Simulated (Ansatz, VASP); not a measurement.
# NaCl: VASP beside Ansatz, part 2 of 2

Aim: how closely do two programs agree when they are given the same cell, functional and k mesh? The cell is taken from a series of runs on this material, whose earlier steps may have relaxed, scaled, displaced or heated it; both programs get it as it stands.

VASP 6.6.1 and Ansatz 0.2.0.

So far: Set-up; Ansatz: elastic constants, LDA.

## Step 3: VASP: elastic constants, LDA

Level of this step: LDA; plane waves and PAW (Na_pv, Cl) (VASP).

The same cell, functional (in two slightly different forms), mesh and smearing now go to VASP, with its own data sets.

Lines of VASP's logs that name or quote its potential files are left out, and so is its time.

Contents of INCAR:

```
SYSTEM = NaCl
PREC = Accurate
ENCUT = 500
EDIFF = 1E-08
NELM = 120
ISMEAR = 0
SIGMA = 0.02
LREAL = .FALSE.
ALGO = Normal
GGA = PW92
NBANDS = 13
LORBIT = 11
LWAVE = .FALSE.
LCHARG = .FALSE.
ISIF = 3
IBRION = 6
NFREE = 2
POTIM = 0.015
NSW = 1
LASPH = .TRUE.
GGA_COMPAT = .FALSE.
EFERMI = MIDGAP
```

Contents of POSCAR:

```
NaCl
1.0
    0.0000000000      2.7333075092      2.7333075092
    2.7333075092      0.0000000000      2.7333075092
    2.7333075092      2.7333075092      0.0000000000
Na Cl
1 1
Direct
    0.0000000000      0.0000000000      0.0000000000
    0.5000000000      0.5000000000      0.5000000000
```

Contents of KPOINTS:

```
Automatic mesh
0
Gamma
4 4 4
0 0 0
```

Potentials, in the order of the species: Na_pv and Cl (LDA family, release 64).

The run is started by

```console
> mpirun -np 1 vasp_std
```

Numbers of over 12 decimals in the logs are rounded to 6 here.

The program printed:

```text
[banner, memory and clock lines left out]
running    1 mpi-ranks, on    1 nodes
 distrk:  each k-point on    1 cores,    1 groups
 distr:  one band on    1 cores,    1 groups

 POSCAR found type information on POSCAR NaCl
 POSCAR found :  2 types and       2 ions
|                                                                             |
|               ----> ADVICE to this user running VASP <----                  |
|                                                                             |
|     You enforced a specific xc type in the INCAR file but a different       |
|     [... a line on the potential file left out ...]
|     I HOPE YOU KNOW WHAT YOU ARE DOING!                                     |
|                                                                             |

 LDA part: xc-table for (Slater(with rela. corr.)+PW92), standard interpolation
 POSCAR, INCAR and KPOINTS ok, starting setup
 FFT: planning ... GRIDC
 FFT: planning ... GRID_SOFT
 FFT: planning ... GRID
 WAVECAR not read
 entering main loop
       N       E                     dE             d eps       ncg     rms          rms(c)
DAV:   1     0.917060794042E+02    0.91706E+02   -0.71065E+03   216   0.105E+03
DAV:   2     0.454776329650E+00   -0.91251E+02   -0.82218E+02   231   0.260E+02
DAV:   3    -0.744759435812E+01   -0.79024E+01   -0.78408E+01   258   0.734E+01
DAV:   4    -0.757095886785E+01   -0.12336E+00   -0.12322E+00   248   0.974E+00
DAV:   5    -0.757354520607E+01   -0.25863E-02   -0.25862E-02   256   0.148E+00    0.209E+00
DAV:   6    -0.740416404769E+01    0.16938E+00   -0.26480E-01   258   0.360E+00    0.154E+00
DAV:   7    -0.738426150255E+01    0.19903E-01   -0.56098E-02   270   0.154E+00    0.995E-01
DAV:   8    -0.738265088175E+01    0.16106E-02   -0.46347E-03   248   0.685E-01    0.299E-01
DAV:   9    -0.738253597231E+01    0.11491E-03   -0.17016E-04   253   0.109E-01    0.155E-01
DAV:  10    -0.738252359588E+01    0.12376E-04   -0.11062E-04   258   0.979E-02    0.466E-03
DAV:  11    -0.738252310991E+01    0.48597E-06   -0.36748E-06   243   0.233E-02    0.209E-03
DAV:  12    -0.738252312621E+01   -0.16303E-07   -0.15081E-07   268   0.551E-03    0.947E-04
DAV:  13    -0.738252313455E+01   -0.83401E-08   -0.16121E-08   248   0.196E-03
   1 F= -.73825231E+01 E0= -.73825231E+01  d E =0.000000E+00
[... from here on, the cycles between the ionic steps are left out ...]
   2 F= -.73804461E+01 E0= -.73804461E+01  d E =0.000000E+00
   3 F= -.73804921E+01 E0= -.73804921E+01  d E =0.000000E+00
   9 F= -.73821393E+01 E0= -.73821393E+01  d E =0.000000E+00
  10 F= -.73821394E+01 E0= -.73821394E+01  d E =0.000000E+00
  11 F= -.73821393E+01 E0= -.73821393E+01  d E =0.000000E+00
  12 F= -.73821394E+01 E0= -.73821394E+01  d E =0.000000E+00
  13 F= -.73821393E+01 E0= -.73821393E+01  d E =0.000000E+00
  14 F= -.73823166E+01 E0= -.73823166E+01  d E =0.000000E+00
  15 F= -.73823166E+01 E0= -.73823166E+01  d E =0.000000E+00
  16 F= -.73823169E+01 E0= -.73823169E+01  d E =0.000000E+00
 Finite differences progress:
  Degree of freedom:   8/  8
  Displacement:        1/  2
  Total:              15/ 16
 bond charge predicted
       N       E                     dE             d eps       ncg     rms          rms(c)
DAV:   1    -0.737763512983E+01    0.46818E-02   -0.11603E+00   338   0.530E+00    0.257E-01
DAV:   2    -0.738246315417E+01   -0.48280E-02   -0.50707E-02   371   0.150E+00    0.960E-02
DAV:   3    -0.738238474660E+01    0.78408E-04   -0.63792E-04   418   0.187E-01    0.646E-02
DAV:   4    -0.738231983227E+01    0.64914E-04   -0.32914E-04   386   0.116E-01    0.250E-02
DAV:   5    -0.738232420735E+01   -0.43751E-05   -0.58696E-05   398   0.476E-02    0.168E-02
DAV:   6    -0.738231947596E+01    0.47314E-05   -0.29861E-06   393   0.118E-02    0.121E-02
DAV:   7    -0.738231769574E+01    0.17802E-05   -0.19307E-05   383   0.255E-02    0.256E-02
DAV:   8    -0.738231736421E+01    0.33152E-06   -0.24975E-06   363   0.104E-02    0.243E-02
DAV:   9    -0.738231718852E+01    0.17570E-06   -0.15374E-07   418   0.246E-03    0.199E-02
DAV:  10    -0.738231703412E+01    0.15440E-06   -0.11907E-07   393   0.189E-03    0.143E-02
DAV:  11    -0.738231701542E+01    0.18696E-07   -0.13797E-08   323   0.686E-04    0.119E-02
DAV:  12    -0.738231699752E+01    0.17901E-07   -0.22123E-09   184   0.276E-04    0.103E-02
DAV:  13    -0.738231695477E+01    0.42753E-07   -0.29322E-08   368   0.945E-04    0.516E-03
DAV:  14    -0.738231694393E+01    0.10839E-07   -0.10892E-08   269   0.576E-04    0.248E-03
DAV:  15    -0.738231694158E+01    0.23526E-08   -0.32891E-09   174   0.381E-04
  17 F= -.73823169E+01 E0= -.73823169E+01  d E =0.000000E+00
 Finite differences progress:
  Degree of freedom:   8/  8
  Displacement:        2/  2
  Total:              16/ 16
```

Parts of OUTCAR (step 3):

```text
ion  position               nearest neighbor table
   1  0.000  0.000  0.000-
   2  0.500  0.500  0.500-

  LATTYP: Found a face centered cubic cell.
 ALAT       =     5.4666150184

 Subroutine GETGRP returns: Found 48 space group operations
 (whereof 48 operations were pure point group operations)

The static configuration has the point symmetry O_h .

 Found      8 irreducible k-points:

   k-points           NKPTS =      8   k-points in BZ     NKDIM =      8   number of bands    NBANDS=     13

   dimension x,y,z NGX =    28 NGY =   28 NGZ =   28
   dimension x,y,z NGXF=    56 NGYF=   56 NGZF=   56

   ENCUT  =  500.0 eV  36.75 Ry    6.06 a.u.   7.05  7.05  7.05*2*pi/ulx,y,z

   NELECT =      14.0000    total number of electrons

 k-points in reciprocal lattice and weights: Automatic mesh
   0.00000000  0.00000000  0.00000000       0.016
   0.25000000  0.00000000  0.00000000       0.125
   0.50000000  0.00000000  0.00000000       0.062
   0.25000000  0.25000000  0.00000000       0.094
   0.50000000  0.25000000  0.00000000       0.375
  -0.25000000  0.25000000  0.00000000       0.188
   0.50000000  0.50000000  0.00000000       0.047
  -0.25000000  0.50000000  0.25000000       0.094

 average (electrostatic) potential at core
       1 -45.4030       2 -97.1331

 E-fermi :   2.1787

 k-point     1 :       0.0000    0.0000    0.0000
  band No.  band energies     occupation
    ...
      3     -21.0045      2.00000
      4     -13.1807      2.00000
      5      -0.3597      2.00000
      6      -0.3597      2.00000
      7      -0.3597      2.00000
      8       4.7171      0.00000
      9      10.5714      0.00000
     10      10.5714      0.00000
     11      10.5714      0.00000
     12      12.9266      0.00000
    ...

 k-point     2 :       0.2500    0.0000    0.0000
  band No.  band energies     occupation
    ...
      3     -21.0061      2.00000
      4     -12.9551      2.00000
      5      -1.6946      2.00000
      6      -0.5325      2.00000
      7      -0.5325      2.00000
      8       6.2509      0.00000
      9       9.5633      0.00000
     10      10.9398      0.00000
     11      10.9400      0.00000
     12      12.9074      0.00000
    ...

 k-point     3 :       0.5000    0.0000    0.0000
  band No.  band energies     occupation
    ...
      3     -21.0078      2.00000
      4     -12.7116      2.00000
      5      -2.6893      2.00000
      6      -0.6932      2.00000
      7      -0.6932      2.00000
      8       6.6935      0.00000
      9      10.5353      0.00000
     10      10.5383      0.00000
     11      10.6841      0.00000
     12      14.7961      0.00000
    ...

  Total       -0.0073989     -0.0105059     -0.0105059      0.0000000      0.0000000      0.0000000
  in kB       -0.2902585     -0.4121430     -0.4121430      0.0000000      0.0000000      0.0000000
  external PRESSURE =      -0.3715148 kB  Pullay stress =       0.0000000 kB

  energy-cutoff  :      500.00
  volume of cell :       40.84
      direct lattice vectors                 reciprocal lattice vectors
     0.000000000  2.733307509  2.733307509    -0.182928558  0.182928558  0.182928558
     2.733307509  0.000000000  2.733307509     0.182928558 -0.182928558  0.182928558
     2.733307509  2.733307509  0.000000000     0.182928558  0.182928558 -0.182928558

 POSITION                                       TOTAL-FORCE (eV/Angst)
 -----------------------------------------------------------------------------------
      0.00000      0.00000      0.00000        -0.027462      0.000000      0.000000
      2.71831      2.73331      2.73331         0.027462      0.000000      0.000000
 -----------------------------------------------------------------------------------
    total drift:                                0.000193      0.000000      0.000000

  FREE ENERGIE OF THE ION-ELECTRON SYSTEM (eV)
  ---------------------------------------------------
  free  energy   TOTEN  =        -7.3823169416 eV

  energy  without entropy=       -7.3823169416  energy(sigma->0) =       -7.38231694

  SYMMETRIZED ELASTIC MODULI (kBar)
 Direction    XX          YY          ZZ          XY          YZ          ZX
 --------------------------------------------------------------------------------
 XX         716.9915    134.9410    134.9410      0.0000      0.0000      0.0000
 YY         134.9410    716.9915    134.9410      0.0000      0.0000     -0.0000
 ZZ         134.9410    134.9410    716.9915     -0.0000     -0.0000      0.0000
 XY           0.0000      0.0000     -0.0000    135.0909     -0.0000      0.0000
 YZ           0.0000      0.0000     -0.0000     -0.0000    135.0909      0.0000
 ZX           0.0000     -0.0000      0.0000      0.0000      0.0000    135.0909
 --------------------------------------------------------------------------------

 Eigenvectors and eigenvalues of the dynamical matrix
 ----------------------------------------------------

   1 f  =    5.663050 THz    35.581992 2PiTHz  188.899013 cm-1    23.420482 meV
             X         Y         Z           dx          dy          dz
      0.000000  0.000000  0.000000     0.778738    0.000000    0.000000
      2.733308  2.733308  2.733308    -0.627349    0.000000    0.000000

   2 f  =    5.663050 THz    35.581992 2PiTHz  188.899013 cm-1    23.420482 meV
             X         Y         Z           dx          dy          dz
      0.000000  0.000000  0.000000     0.000000   -0.778738    0.000000
      2.733308  2.733308  2.733308    -0.000000    0.627349    0.000000

   3 f  =    5.663050 THz    35.581992 2PiTHz  188.899013 cm-1    23.420482 meV
             X         Y         Z           dx          dy          dz
      0.000000  0.000000  0.000000     0.000000   -0.000000   -0.778738
      2.733308  2.733308  2.733308     0.000000   -0.000000    0.627349

   4 f/i=    0.001111 THz     0.006982 2PiTHz    0.037065 cm-1     0.004595 meV
             X         Y         Z           dx          dy          dz
      0.000000  0.000000  0.000000    -0.323532    0.525590    0.112464
      2.733308  2.733308  2.733308    -0.401606    0.652424    0.139603

   5 f/i=    0.001111 THz     0.006982 2PiTHz    0.037065 cm-1     0.004595 meV
             X         Y         Z           dx          dy          dz
      0.000000  0.000000  0.000000     0.533227    0.297366    0.144254
      2.733308  2.733308  2.733308     0.661903    0.369125    0.179065

   6 f/i=    0.001111 THz     0.006982 2PiTHz    0.037065 cm-1     0.004595 meV
             X         Y         Z           dx          dy          dz
      0.000000  0.000000  0.000000    -0.067547   -0.169985    0.600091
      2.733308  2.733308  2.733308    -0.083848   -0.211005    0.744903

 ELASTIC MODULI CONTR FROM IONIC RELAXATION (kBar)
 Direction    XX          YY          ZZ          XY          YZ          ZX
 --------------------------------------------------------------------------------
 XX           0.0000      0.0000      0.0000      0.0000      0.0000      0.0000
 YY           0.0000      0.0000      0.0000      0.0000      0.0000      0.0000
 ZZ           0.0000      0.0000      0.0000      0.0000      0.0000      0.0000
 XY           0.0000      0.0000      0.0000      0.0000      0.0000      0.0000
 YZ           0.0000      0.0000      0.0000      0.0000      0.0000      0.0000
 ZX           0.0000      0.0000      0.0000      0.0000      0.0000      0.0000
 --------------------------------------------------------------------------------

 TOTAL ELASTIC MODULI (kBar)
 Direction    XX          YY          ZZ          XY          YZ          ZX
 --------------------------------------------------------------------------------
 XX         716.9915    134.9410    134.9410      0.0000      0.0000      0.0000
 YY         134.9410    716.9915    134.9410      0.0000      0.0000     -0.0000
 ZZ         134.9410    134.9410    716.9915     -0.0000     -0.0000      0.0000
 XY           0.0000      0.0000     -0.0000    135.0909     -0.0000      0.0000
 YZ           0.0000      0.0000     -0.0000     -0.0000    135.0909      0.0000
 ZX           0.0000     -0.0000      0.0000      0.0000      0.0000    135.0909
 --------------------------------------------------------------------------------

 total charge
# of ion       s       p       d       tot
------------------------------------------
    1        0.053   5.987   0.000   6.040
    2        1.584   3.569   0.000   5.153
--------------------------------------------------
tot          1.637   9.557   0.000  11.194

[... 3 further parts left out ...]
```

CONTCAR:

```
NaCl
   1.00000000000000
     0.0000000000000000    2.7333075091999999    2.7333075091999999
     2.7333075091999999    0.0000000000000000    2.7333075091999999
     2.7333075091999999    2.7333075091999999    0.0000000000000000
  Na              Cl
     1     1
Direct
     0.0000000000000000    0.0000000000000000    0.0000000000000000
     0.5027439283632580    0.4972560716367420    0.4972560716367420
```

Levels, forces or a CONTCAR printed for this step are those of its last displaced cell, not of the structure at rest.

## Step 4: Comparison

Known differences besides the potentials themselves: the data sets hold 16 valence electrons in Ansatz (on its default PAW (the set named soft_2) files) and 14 in VASP; the cutoff is 420 eV in Ansatz and 500 eV in VASP; VASP's log shows a relativistic correction to its local exchange, Ansatz's none; VASP takes each elastic constant from one size of strain, Ansatz from those that its log lists. Total energies have different zeros and are not compared.

The two programs side by side:

```csv
quantity,Ansatz,VASP,difference
C11 (GPa),69.8,71.7,-2.63 %
C22 (GPa),69.8,71.7,-2.63 %
C33 (GPa),69.8,71.7,-2.63 %
C12 (GPa),13.1,13.5,-2.88 %
C13 (GPa),13.1,13.5,-2.88 %
C23 (GPa),13.1,13.5,-2.88 %
C44 (GPa),13.1,13.5,-3.16 %
C55 (GPa),13.1,13.5,-3.16 %
C66 (GPa),13.1,13.5,-3.16 %
```

## Step 5: What came out

| Item | Value |
| --- | --- |
| difference in C44 (elastic constants, LDA) | -3.2 % |

What this shows: The difference in C44 is -3.2 % (elastic constants, LDA), within the 5 % picked in this series as the mark of a large difference. The data sets hold unlike numbers of valence electrons (16 in Ansatz and 14 in VASP), so part of the differences comes from the potentials. How closely two codes agree says nothing of how well the functional describes the real material.

[Lines on the potential files, build, host, timing and source positions are cut from VASP's logs without a mark.]

[Logs are printed without paths, hosts, clocks, repeated set-up lines and the standing remarks that a program may print on its own settings, such as how far it seeks lower states.]

[Hosts, paths, dates, database ids (printed as entryN), source tags and the programs' standing remarks are cut or masked in the printed files.]
